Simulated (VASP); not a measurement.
# GaHg (Fm-3m) in VASP: equation of state, part 2 of 2

VASP 6.6.1. Earlier steps stand in the parts before.

## Step 7: Equation of state, PBE, 25.77 Å³/atom (volume scaled by 1.06)

Input file INCAR:

```
SYSTEM = GaHg
PREC = Accurate
ENCUT = 520
EDIFF = 1E-7
ISMEAR = -1
SIGMA = 0.05
LREAL = .False.
LASPH = .True.
NELM = 60
ALGO = Normal
ISIF = 2
LWAVE = .False.
LCHARG = .False.
GGA = PE
NBANDS = 20
```

Input file KPOINTS:

```
Automatic mesh
0
Gamma
  8 8 8
  0 0 0
```

Input file POSCAR:

```
GaHg
1.0
    0.0000000000      2.9537367775      2.9537367775
    2.9537367775      0.0000000000      2.9537367775
    2.9537367775      2.9537367775      0.0000000000
Ga Hg
1 1
Direct
    0.0000000000      0.0000000000      0.0000000000
    0.5000000000      0.5000000000      0.5000000000
```

Potentials or basis: VASP PAW PBE potentials, release 64 (Ga_d, Hg).

Started as:

```bash
cat potpaw_PBE.64/Ga_d/POTCAR potpaw_PBE.64/Hg/POTCAR > POTCAR
mpirun -np 1 vasp_std > vasp.out
```

OUTCAR:

```text
SYSTEM = GaHg
   PREC = Accurate
   ENCUT = 520
   EDIFF = 1E-7
   ISMEAR = -1
   LREAL = .False.
   LASPH = .True.
   NELM = 60
   ISIF = 2
   GGA = PE

 Found     29 irreducible k-points:

 Following reciprocal coordinates:
            Coordinates               Weight
  0.000000  0.000000  0.000000      1.000000
  0.125000  0.000000  0.000000      8.000000
  0.250000  0.000000  0.000000      8.000000
  0.375000  0.000000  0.000000      8.000000
  0.500000  0.000000  0.000000      4.000000
  0.125000  0.125000  0.000000      6.000000
   k-points           NKPTS =     29   k-points in BZ     NKDIM =     29   number of bands    NBANDS=     20
   number of dos      NEDOS =    301   number of ions     NIONS =      2
   total plane-waves  NPLWV =  32768
   dimension x,y,z NGX =    32 NGY =   32 NGZ =   32
   dimension x,y,z NGXF=    64 NGYF=   64 NGZF=   64
   ions per type =               1   1
   NGX,Y,Z   is equivalent  to a cutoff of  12.74, 12.74, 12.74 a.u.
   NGXF,Y,Z  is equivalent  to a cutoff of  25.47, 25.47, 25.47 a.u.
 SYSTEM =  GaHg
   PREC   = accura    normal or accurate (medium, high low for compatibility)
   ISTART =      0    job   : 0-new  1-cont  2-samecut
   ICHARG =      2    charge: 1-file 2-atom 10-const
   ISPIN  =      1    spin polarized calculation?
   LNONCOLLINEAR =      F non collinear calculations
   LSORBIT =      F    spin-orbit coupling
[... 52 lines left out ...]

 val. band max:        2.5131948403   @ k =  -0.3750   0.3750   0.1250
 cond. band min:       2.6683790109   @ k =   0.5000   0.2500   0.0000
 fundamental gap:      0.1551841706
 Fermi energy:         2.6346873359

 k-point     1 :       0.0000    0.0000    0.0000
  band No.  band energies     occupation
      1     -12.2641      2.00000
      2     -12.2641      2.00000
      3     -12.2376      2.00000
      4     -12.2376      2.00000
      5     -12.2376      2.00000
      6      -6.3375      2.00000
[... 127 lines left out ...]
     19      11.6222      0.00000
     20      13.4972      0.00000

 [... further k-points ...]

------------------------ aborting loop because EDIFF is reached ----------------------------------------

  FORCE on cell =-STRESS in cart. coord.  units (eV):
  Direction    XX          YY          ZZ          XY          YZ          ZX
  --------------------------------------------------------------------------------------
  -------------------------------------------------------------------------------------
  Total       -0.4402360     -0.4402360     -0.4402360      0.0000000      0.0000000      0.0000000
  in kB      -13.6851882    -13.6851882    -13.6851882      0.0000000      0.0000000      0.0000000
  external PRESSURE =     -13.6851882 kB  Pullay stress =       0.0000000 kB

 VOLUME and BASIS-vectors are now :
 -----------------------------------------------------------------------------
  energy-cutoff  :      520.00
  volume of cell :       51.54
      direct lattice vectors                 reciprocal lattice vectors
     0.000000000  2.953736778  2.953736778    -0.169277101  0.169277101  0.169277101
     2.953736778  0.000000000  2.953736778     0.169277101 -0.169277101  0.169277101
     2.953736778  2.953736778  0.000000000     0.169277101  0.169277101 -0.169277101

 POSITION                                       TOTAL-FORCE (eV/Angst)
 -----------------------------------------------------------------------------------
      0.00000      0.00000      0.00000         0.000000      0.000000     -0.000000
      2.95374      2.95374      2.95374         0.000000      0.000000      0.000000
 -----------------------------------------------------------------------------------
    total drift:                                0.000000     -0.000000     -0.000000

  FREE ENERGIE OF THE ION-ELECTRON SYSTEM (eV)
  ---------------------------------------------------
  free  energy   TOTEN  =        -2.9027953823 eV

  energy  without entropy=       -2.8937280696  energy(sigma->0) =       -2.89826173
```

OSZICAR:

```text
N       E                     dE             d eps       ncg     rms          rms(c)
DAV:   1     0.168908330031E+03    0.16891E+03   -0.12581E+04  1260   0.174E+03
DAV:   2     0.856917499633E+01   -0.16034E+03   -0.15375E+03  1172   0.388E+02
DAV:   3    -0.286367986208E+01   -0.11433E+02   -0.11364E+02  1316   0.897E+01
DAV:   4    -0.302890596564E+01   -0.16523E+00   -0.16515E+00  1296   0.109E+01
DAV:   5    -0.303053009425E+01   -0.16241E-02   -0.16241E-02  1292   0.110E+00    0.274E+00
DAV:   6    -0.290916559895E+01    0.12136E+00   -0.30658E-01  1328   0.533E+00    0.245E+00
DAV:   7    -0.290418223791E+01    0.49834E-02   -0.27201E-02  1292   0.122E+00    0.145E+00
DAV:   8    -0.290282769545E+01    0.13545E-02   -0.33475E-03  1464   0.634E-01    0.933E-02
DAV:   9    -0.290277931280E+01    0.48383E-04   -0.33586E-04  1252   0.225E-01    0.196E-02
DAV:  10    -0.290279357950E+01   -0.14267E-04   -0.36905E-05  1340   0.603E-02    0.144E-02
DAV:  11    -0.290279524232E+01   -0.16628E-05   -0.48128E-06  1572   0.244E-02    0.737E-03
DAV:  12    -0.290279541222E+01   -0.16989E-06   -0.36870E-07  1292   0.601E-03    0.719E-04
DAV:  13    -0.290279538234E+01    0.29872E-07   -0.41932E-08   736   0.176E-03
   1 F= -.29027954E+01 E0= -.28982617E+01  d E =-.906731E-02
```

stdout:

```text
POSCAR found type information on POSCAR GaHg
 POSCAR found :  2 types and       2 ions
 scaLAPACK will be used
 LDA part: xc-table for (Slater+PW92), standard interpolation
 POSCAR, INCAR and KPOINTS ok, starting setup
 FFT: planning ... GRIDC
 FFT: planning ... GRID_SOFT
 FFT: planning ... GRID
 WAVECAR not read
 entering main loop
```

Wall time 23 s (1 thread of Intel Xeon Platinum 8259CL at 2.50GHz (Skylake/Cascade Lake), shared host); peak memory 0.19 GiB.

Results:

| Item | Value |
| --- | --- |
| Free energy | -2.9028 eV |
| Pressure | -1.4 GPa |
| Band gap on the k mesh | none (metal or under the smearing width) |

## Step 8: Equation of state, PBE

This step only gathers the single runs of the series.

What came out:

* Equilibrium volume: 24.54 Å³/atom
* Bulk modulus: 29 GPa
* Pressure derivative of the bulk modulus: 6.0 (rough: it moves with the points fitted)

Energy against volume, from the lowest point:
| volume (Å³/atom) | energy (meV/atom) |
| --- | --- |
| 22.853 | 12.24 |
| 23.339 | 5.71 |
| 23.825 | 1.75 |
| 24.311 | 0.00 |
| 24.798 | 0.00 |
| 25.284 | 1.58 |
| 25.770 | 4.79 |
